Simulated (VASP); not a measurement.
Crystal: Rh.

```
Rh
1.0
     0.00000    1.89785    1.89785
     1.89785    0.00000    1.89785
     1.89785    1.89785    0.00000
Rh
1
Direct
  0.00000 0.00000 0.00000
```

| Item | Value |
| --- | --- |
| Program | VASP 6.6.1 |
| Task | relaxation of cell and atoms |
| Functional | PBE |
| Potentials or basis | VASP PAW PBE potentials, release 64 (Rh_pv) |
| Cutoff | 520 eV |
| k mesh | 18 × 18 × 18 |
| Occupations | gaussian, width 0.1 eV |
| Spin | no spin polarisation |

At the start: pressure 7.5 GPa; volume 13.67 Å³/atom.

Question: Where does the relaxation end?

Answer: Over 4 steps the energy falls by 8.5 meV/atom and the volume is 14.05 Å³/atom (+2.8 %); space group Fm-3m (No. 225, to 0.05 Å).

The path:
```csv
step,energy change (eV),largest force (eV/Å),pressure (GPa),volume (Å³)
1,0.0000,0.0000,7.48,13.67
2,0.0342,0.0000,-13.83,14.97
3,-0.0085,0.0000,-0.15,14.06
4,-0.0085,0.0000,-0.01,14.05
```

Final structure:
```xyz
1
Lattice="0.0000 1.9152 1.9152 1.9152 0.0000 1.9152 1.9152 1.9152 0.0000" Properties=species:S:1:pos:R:3 pbc="T T T"
Rh    0.0000    0.0000    0.0000
```
